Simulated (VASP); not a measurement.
# A VASP study of SiC (Moissanite 3C) (r2SCAN): structure first, properties next

Aim: relax SiC (Moissanite 3C) with r2SCAN, compute its properties on that cell and hold them against experiment. The steps: full relaxation (r2SCAN), density, ELF and potential (r2SCAN), bands along the symmetry lines (r2SCAN), density of states (r2SCAN), zone-centre phonons (r2SCAN), volume scan with r2SCAN, fit for r2SCAN, optical spectrum (r2SCAN), bands along the symmetry lines (HSE06) and band structure (TB-mBJ). The start is a cell from a database of measured crystal structures.

Program: VASP 6.6.1. Level of theory: r2SCAN; plane waves and PAW (Si, C), in the first sound run; inputs show where later runs differ. Results are calculated unless marked as measured.

Experimental background.

For SiC, 3C polytype (zincblende) (single crystals from silicon oxide and carbon black reaction at 2800 K, annealed in air), “On melting of silicon carbide under pressure” (2012, arxiv:1210.3244) quotes earlier work: lattice constant a (a of cubic 3C-SiC starting crystals) 4.357 Å [Starting-material characterisation; no method, uncertainty or temperature given].

For SiC, cubic 3C zincblende (literature value), “Insight into the structural, elastic and electronic properties of a new orthorhombic 6O-SiC polytype” (2020, pmc:7200658) quotes earlier work: band gap (indirect gap) 2.4 eV [literature value; measurement temperature and method not stated]; Raman mode (TO) 796 cm⁻¹ at 300 K [natural crystal in rock pores].

“Thermal Expansion of 3C-SiC Obtained from In-Situ X-ray Diffraction at High Temperature and First-Principal Calculations” (2022, pmc:9505936) quotes from earlier work for SiC, zinc blende (3C, beta) (bulk crystal): bulk modulus (bulk modulus B) 225 GPa [quoted from earlier work; slightly different from the 221 GPa implied by the listed …].

“Optical properties of silicon carbide for astrophysical applications I. New laboratory infrared reflectance spectra and optical constants” (2008, arxiv:0803.1210) reports for SiC, 3C (zinc blende), by FTIR reflectance, classical dispersion analysis (high-purity CVD 3C-SiC wafer, 292 K): infrared mode (TO at Gamma) about 797.5 cm⁻¹ [TO position from reflectance band and dispersion fit; imperfect surface polish].

### 1. The structure

Before any relaxation, the start is as follows. Symmetry: F-43m, No. 216, cubic system. Conventional cell: a = 4.358 Å, b = 4.358 Å, c = 4.358 Å, α = 90.00°, β = 90.00°, γ = 90.00°. Nearest to Si lie 4 C at 1.89 Å. Nearest to C lie 4 Si at 1.89 Å. Farther neighbours are not listed.

Structure file:

```xyz
2
Lattice="0.0000 2.1790 2.1790 2.1790 0.0000 2.1790 2.1790 2.1790 0.0000" Properties=species:S:1:pos:R:3 pbc="T T T"
Si    0.0000    0.0000    0.0000
C     1.0895    1.0895    1.0895
```

### 2. Full relaxation (r2SCAN)

The start need not lie at this functional's minimum. ISIF = 3 frees volume, shape and positions, and EDIFFG sets the threshold on forces and stress at which the search stops. r2SCAN adds the kinetic-energy density, costs more than a GGA and is run with LASPH.

The input, INCAR:

```
SYSTEM = SiC
PREC = Accurate
ENCUT = 520
EDIFF = 1E-06
NELM = 100
ISMEAR = 0
SIGMA = 0.05
LREAL = .FALSE.
ALGO = Normal
METAGGA = R2SCAN
LASPH = .TRUE.
NBANDS = 10
LORBIT = 11
LWAVE = .FALSE.
LCHARG = .FALSE.
KPAR = 2
IBRION = 2
NSW = 60
ISIF = 3
EDIFFG = -0.01
```

The input, POSCAR:

```
SiC
1.0
    0.0000000000      2.1790000000      2.1790000000
    2.1790000000      0.0000000000      2.1790000000
    2.1790000000      2.1790000000      0.0000000000
Si C
1 1
Direct
    0.0000000000      0.0000000000      0.0000000000
    0.2500000000      0.2500000000      0.2500000000
```

The input, KPOINTS:

```
Automatic mesh
0
Gamma
9 9 9
0 0 0
```

PAW data sets: Si and C (PBE family, release 64).

On the command line:

```bash
mpirun -np 2 vasp_std
```

Log:

```text
[banner, memory and clock lines left out]
running    2 mpi-ranks, on    1 nodes
 distrk:  each k-point on    1 cores,    2 groups
 distr:  one band on    1 cores,    1 groups

 POSCAR found type information on POSCAR SiC
 POSCAR found :  2 types and       2 ions
|                                                                             |
|               ----> ADVICE to this user running VASP <----                  |
|                                                                             |
|     You enforced a specific xc type in the INCAR file but a different       |
|     [... a line on the potential file left out ...]
|     I HOPE YOU KNOW WHAT YOU ARE DOING!                                     |
|                                                                             |

 LDA part: xc-table for (None), standard interpolation
 POSCAR, INCAR and KPOINTS ok, starting setup
 FFT: planning ... GRIDC
 FFT: planning ... GRID_SOFT
 FFT: planning ... GRID
 WAVECAR not read
 entering main loop
       N       E                     dE             d eps       ncg     rms          rms(c)
DAV:   1     0.321050040312E+00    0.32105E+00   -0.41071E+03   716   0.692E+02
DAV:   2    -0.216621454441E+02   -0.21983E+02   -0.19962E+02   938   0.118E+02
DAV:   3    -0.223220684695E+02   -0.65992E+00   -0.65840E+00   824   0.180E+01
DAV:   4    -0.223247480675E+02   -0.26796E-02   -0.26793E-02   788   0.141E+00
DAV:   5    -0.223247609093E+02   -0.12842E-04   -0.12842E-04   818   0.931E-02    0.919E+00
DAV:   6    -0.192875441233E+02    0.30372E+01   -0.52104E+00   774   0.116E+01    0.508E+00
DAV:   7    -0.193160693052E+02   -0.28525E-01   -0.50641E-01   876   0.445E+00    0.247E+00
DAV:   8    -0.193262828156E+02   -0.10214E-01   -0.20280E-02   714   0.120E+00    0.179E-01
DAV:   9    -0.193266125177E+02   -0.32970E-03   -0.33398E-04   968   0.184E-01    0.134E-01
DAV:  10    -0.193266964889E+02   -0.83971E-04   -0.71692E-05   722   0.849E-02    0.122E-02
DAV:  11    -0.193266956519E+02    0.83701E-06   -0.79381E-07   796   0.707E-03
   1 F= -.19326696E+02 E0= -.19326696E+02  d E =-.193267E+02
 curvature:   0.00 expect dE= 0.000E+00 dE for cont linesearch  0.000E+00
 trial: gam= 0.00000 g(F)=  0.580E-45 g(S)=  0.235E-03 ort = 0.000E+00 (trialstep = 0.100E+01)
 search vector abs. value=  0.235E-03
 bond charge predicted
       N       E                     dE             d eps       ncg     rms          rms(c)
DAV:   1    -0.193267084171E+02   -0.11928E-04   -0.40942E-03   706   0.459E-01    0.755E-02
DAV:   2    -0.193266894737E+02    0.18943E-04   -0.21858E-04   754   0.875E-02    0.409E-02
DAV:   3    -0.193266837971E+02    0.56766E-05   -0.28034E-05   734   0.345E-02    0.108E-02
DAV:   4    -0.193266830858E+02    0.71127E-06   -0.29389E-06   758   0.107E-02
   2 F= -.19326683E+02 E0= -.19326683E+02  d E =0.125661E-04
 trial-energy change:    0.000013  1 .order    0.000012   -0.000235    0.000259
 step:   0.4765(harm=  0.4765)  dis= 0.00000  next Energy=   -19.326752 (dE=-0.561E-04)
 bond charge predicted
       N       E                     dE             d eps       ncg     rms          rms(c)
DAV:   1    -0.193267595051E+02   -0.75708E-04   -0.11278E-03   706   0.240E-01    0.420E-02
DAV:   2    -0.193267545508E+02    0.49543E-05   -0.60159E-05   754   0.458E-02    0.232E-02
DAV:   3    -0.193267530112E+02    0.15395E-05   -0.76523E-06   724   0.179E-02    0.603E-03
DAV:   4    -0.193267524885E+02    0.52273E-06   -0.73457E-07   368   0.547E-03
   3 F= -.19326752E+02 E0= -.19326752E+02  d E =-.568366E-04
 curvature:  -0.24 expect dE=-0.237E-08 dE for cont linesearch -0.237E-08
 trial: gam= 0.00000 g(F)=  0.984E-47 g(S)=  0.996E-08 ort =-0.153E-05 (trialstep = 0.895E+00)
 search vector abs. value=  0.101E-07
 reached required accuracy - stopping structural energy minimisation
```

Run time: 9.2 s. Hardware: 2 MPI ranks of Intel Xeon 6975P-C (Granite Rapids), shared host; peak memory 0.25 GiB; 18 s of CPU time.

The logs omit lines about the potential files and the build; timing stands in the text.

OUTCAR, selected parts (step 2):

```text
ion  position               nearest neighbor table
   1  0.000  0.000  0.000-   2 1.89   2 1.89   2 1.89   2 1.89
   2  0.250  0.250  0.250-   1 1.89   1 1.89   1 1.89   1 1.89

  LATTYP: Found a face centered cubic cell.
 ALAT       =     4.3580000000

 Subroutine GETGRP returns: Found 24 space group operations
 (whereof 24 operations were pure point group operations)

The static configuration has the point symmetry T_d .

 Found     35 irreducible k-points:

   k-points           NKPTS =     35   k-points in BZ     NKDIM =     35   number of bands    NBANDS=     10

   dimension x,y,z NGX =    24 NGY =   24 NGZ =   24
   dimension x,y,z NGXF=    48 NGYF=   48 NGZF=   48

   ENCUT  =  520.0 eV  38.22 Ry    6.18 a.u.   5.73  5.73  5.73*2*pi/ulx,y,z

   NELECT =       8.0000    total number of electrons

 k-points in reciprocal lattice and weights: Automatic mesh
   0.00000000  0.00000000  0.00000000       0.001
   0.11111111  0.00000000  0.00000000       0.011
   0.22222222  0.00000000  0.00000000       0.011
   0.33333333  0.00000000  0.00000000       0.011
   0.44444444  0.00000000  0.00000000       0.011
   0.11111111  0.11111111  0.00000000       0.008
   0.22222222  0.11111111  0.00000000       0.033
   0.33333333  0.11111111  0.00000000       0.033
   0.44444444  0.11111111  0.00000000       0.033
[...]
-0.33333333  0.44444444  0.11111111       0.033
  -0.33333333  0.44444444  0.22222222       0.033

 average (electrostatic) potential at core
       1 -83.3013       2 -46.6606

 E-fermi :   8.2706

 k-point     1 :       0.0000    0.0000    0.0000
  band No.  band energies     occupation
      1      -8.1909      2.00000
      2       8.0044      2.00000
      3       8.0044      2.00000
      4       8.0044      2.00000
      5      14.8632      0.00000
      6      15.8678      0.00000
      7      15.8678      0.00000
      8      15.8678      0.00000
      9      23.2248      0.00000
    ...

 k-point     2 :       0.1111    0.0000    0.0000
  band No.  band energies     occupation
      1      -7.9409      2.00000
      2       6.7423      2.00000
      3       7.8344      2.00000
      4       7.8344      2.00000
      5      15.1054      0.00000
      6      16.1776      0.00000
      7      16.1776      0.00000
      8      16.3356      0.00000
      9      22.1586      0.00000
    ...

 k-point     3 :       0.2222    0.0000    0.0000
  band No.  band energies     occupation
      1      -7.2065      2.00000
      2       4.2063      2.00000
      3       7.4642      2.00000
      4       7.4642      2.00000
      5      14.7022      0.00000
      6      16.5252      0.00000
      7      16.5252      0.00000
      8      17.8608      0.00000
      9      21.6819      0.00000
    ...

  Total        0.0003709      0.0003709      0.0003709     -0.0000000     -0.0000000      0.0000000
  in kB        0.0287757      0.0287757      0.0287757     -0.0000000     -0.0000000      0.0000000
  external PRESSURE =       0.0287757 kB  Pullay stress =       0.0000000 kB

  energy-cutoff  :      520.00
  volume of cell :       20.65
      direct lattice vectors                 reciprocal lattice vectors
    -0.000000000  2.177571667  2.177571667    -0.229613568  0.229613568  0.229613568
     2.177571667  0.000000000  2.177571667     0.229613568 -0.229613568  0.229613568
     2.177571667  2.177571667  0.000000000     0.229613568  0.229613568 -0.229613568

 POSITION                                       TOTAL-FORCE (eV/Angst)
 -----------------------------------------------------------------------------------
      0.00000      0.00000      0.00000         0.000000     -0.000000      0.000000
      1.08879      1.08879      1.08879        -0.000000      0.000000     -0.000000
 -----------------------------------------------------------------------------------
    total drift:                               -0.000001     -0.000001     -0.000001

  FREE ENERGIE OF THE ION-ELECTRON SYSTEM (eV)
  ---------------------------------------------------
  free  energy   TOTEN  =       -19.3267524885 eV

  energy  without entropy=      -19.3267524885  energy(sigma->0) =      -19.32675249

 reached required accuracy - stopping structural energy minimisation

 total charge
# of ion       s       p       d       tot
------------------------------------------
    1        0.702   0.982   0.000   1.684
    2        0.850   1.716   0.000   2.566
--------------------------------------------------
tot          1.553   2.697   0.000   4.250

[... 3 further parts left out ...]
```

CONTCAR:

```
SiC
   1.00000000000000
    -0.0000000000000000    2.1775716672825198    2.1775716672825198
     2.1775716672825198    0.0000000000000000    2.1775716672825198
     2.1775716672825198    2.1775716672825198    0.0000000000000000
  Si              C
     1     1
Direct
     0.0000000000000000    0.0000000000000000    0.0000000000000000
     0.2500000000000000    0.2500000000000000    0.2500000000000000
```

The gap is read on the k-mesh alone, so it is an upper bound where the band edges lie off the mesh. The PAW data sets were made with PBE, which is usual practice but a small mismatch for other functionals. The run keeps the 24 symmetry operations of its start, so it cannot find a distortion of lower symmetry.

Little changed from the start: no atom moved by 0.005 Å and no cell edge by 0.1 %.

This step gave:

| Quantity | Value |
| --- | --- |
| electrons | 8 |
| bands | 10 |
| irreducible k-points | 35 |
| symmetry operations | 24 |
| free energy (TOTEN) | -19.33 eV |
| Fermi energy | 8.271 eV |
| pressure | 0.002878 GPa |
| metallic | no |
| valence top at k | 0, 0, 0 |
| conduction bottom at k | 0.4444, 0.4444, 0 |
| least direct gap at k | 0.4444, 0.4444, 0 |
| SCF cycles over all ionic steps | 19 |
| gap on the k-mesh | 1.876 eV |
| least direct gap on the k-mesh | 5.145 eV |

It ends with forces that vanish by symmetry and a pressure of 0.00 GPa. The volume lies -0.2 % from that of the database's start, which holds the thermal and zero-point expansion of its experiment.

(Continued in part 2 of 6.)

[Lines on the potential files, build, host, timing and source positions are cut from VASP's logs without a mark.]

[Logs are printed without paths, hosts, clocks, repeated set-up lines and the standing remarks that a program may print on its own settings, such as how far it seeks lower states.]

[Hosts, paths, dates, database ids (printed as entryN), source tags and the programs' standing remarks are cut or masked in the printed files.]

[A measured line is paired with the nearest computed mode of its activity, which favours agreement.]
